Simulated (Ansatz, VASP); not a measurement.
One calculation of TaCo, two programs

The input INCAR:

```
PREC = Accurate
ENCUT = 520
EDIFF = 1E-7
ISMEAR = -1
SIGMA = 0.1
LREAL = F
LASPH = T
NELM = 150
ALGO = Normal
ISIF = 2
LWAVE = F
LCHARG = T
ISPIN = 2
MAGMOM = 0 1.8
LORBIT = 11
LMAXMIX = 4
GGA = PS
LELF = T
LVHAR = T
NBANDS = 21
```

File KPOINTS:

```
Automatic mesh
0
Gamma
  9 9 9
```

File POSCAR:

```
TaCo
1.0
    3.1285789647      0.0000000000      0.0000000000
    0.0000000000      3.1285789647      0.0000000000
    0.0000000000      0.0000000000      3.1285789647
Ta Co
1 1
Direct
    0.0000000000      0.0000000000      0.0000000000
    0.5000000000      0.5000000000      0.5000000000
```

Input for Ansatz:

```yaml
crystal:
  lattice:
    - [3.128578964707506, 0.0, 0.0]
    - [0.0, 3.128578964707506, 0.0]
    - [0.0, 0.0, 3.128578964707506]
  atoms:
    - { symbol: Ta, position: [0.0, 0.0, 0.0] }
    - { symbol: Co, position: [0.5, 0.5, 0.5], spin: 1.8 }
kpoints:
  mp_grid:
    grid: [9, 9, 9]
hamiltonian:
  xc: pbesol
  pseudopotentials:
    kind: all_electron
    lapw:
      basis_error: 0.001
magnetization:
  spin_polarized: true
scf:
  occupations:
    method: fermi_dirac
    width: 0.1
```

The cell comes from a database or a generator and needn't be the stable form of this composition.

Alike in both runs: task single point; functional PBEsol; k mesh 9 × 9 × 9; occupations fermi-dirac, width 0.1 eV; collinear spin.

|  | VASP | Ansatz |
| --- | --- | --- |
| version | VASP 6.6.1 | Ansatz 0.2.0 |
| potentials or method | VASP PAW PBE potentials, release 64 (Ta_pv, Co) | all-electron (LAPW or listed datasets) |
| plane-wave cutoff (eV) | 520 | see its input |

Ansatz gave:

```
net moment per atom (μB)                                      : 0.83
size of the moment on the site where the two differ most (μB) : 1.42
```

**Question.** Which values does VASP return?

**Answer.** net moment per atom (μB): 0.80; size of the moment on the site where the two differ most (μB): 1.35.

Site moments also hang on the region over which each program counts them. Ansatz ran all-electron here, so the differences hold the error of VASP's frozen core and of both bases.

 The runs have no spin-orbit coupling, so splittings on Ta are missing.
